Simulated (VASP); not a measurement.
Si, 2 atoms in the cell. The structure is cubic, space group Fd-3m (No. 227). The conventional cell has a = 5.431 Å, b = 5.431 Å, c = 5.431 Å, α = 90.00°, β = 90.00°, γ = 90.00°. Around Si (site symmetry -43m) lie 4 Si at 2.35 Å. 

* Program: VASP 6.6.1
* Task: phonons
* Functional: PBE
* Potentials or basis: VASP PAW PBE potentials, release 64 (Si)
* Cutoff: 600 eV
* k mesh: 10 × 10 × 10
* Occupations: gaussian, width 0.01 eV
* Spin: no spin polarisation
* Further INCAR settings: ALGO = Fast; EDIFF = 1e-08; IBRION = 6; POTIM = 0.015; NSW = 1

Potentials or basis: VASP PAW PBE potentials, release 64 (Si).

Launch:

```sh
$ cat potpaw_PBE.64/Si/POTCAR > POTCAR
$ cp INCAR.step1 INCAR
$ mpirun -np 1 vasp_std > vasp.out
$ cp CONTCAR POSCAR
$ cp INCAR.step2 INCAR
$ mpirun -np 1 vasp_std > vasp.out
```

Hardware: 1 thread of Intel(R) Xeon(R) 6975P-C (Granite Rapids), on a shared host.

Problem. How long does it take, and how much memory?

Solution. Wall time 74 s on 1 thread of Intel(R) Xeon(R) 6975P-C (Granite Rapids) (shared host), peak memory 0.24 GiB. Counts: scf iterations 33, k points 47, ion steps 3.
